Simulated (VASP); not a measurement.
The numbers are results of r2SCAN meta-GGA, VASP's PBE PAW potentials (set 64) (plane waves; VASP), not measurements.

Gaps are without spin-orbit coupling.

- volume per atom: 24.45 Å^3/atom
- band gap (over mesh and band path): 3.85 eV
- smallest direct gap (over mesh and band path): 4.05 eV

Problem. Which relaxed crystal gives these values?
A) CaO, Fm-3m (225)
B) GaN, F-43m (216)
C) HgTe, P3_221 (154)
D) CaHI, P4/nmm (129)

Solution. D, CaHI, P4/nmm (129)
